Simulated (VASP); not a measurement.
Data:

```
CELL_PARAMETERS angstrom
      0.00000     2.36640     2.36640
      2.36640     0.00000     2.36640
      2.36640     2.36640     0.00000
ATOMIC_POSITIONS crystal
  Hf 0.00000 0.00000 0.00000
  C  0.50000 0.50000 0.50000
```

These are PBE GGA, VASP's PBE PAW potentials (set 64) (plane waves; VASP 6.6.1) values and carry that method's errors. Settings: 520 eV cut-off, 12×12×12 Γ-centred mesh, first-order Methfessel-Paxton smearing of 0.10 eV, potentials Hf_pv C.

Unless said otherwise, spin-orbit coupling is left out, though it shifts the bands of the heavy elements here.

### Question
Predict the energy per atom (σ→0), pressure, band gap (on the k-mesh) with the smallest direct gap where there is one.

### Answer

```yaml
band gap (on the k-mesh): none (metal, semimetal or under 0.01 eV)
energy per atom (σ→0): -10.496 eV/atom
pressure: -11.76 GPa
```

The absolute energy has meaning only against runs of the same code, potentials and settings.

The compound is HfC in the rock salt structure. The cell was not relaxed at this level.
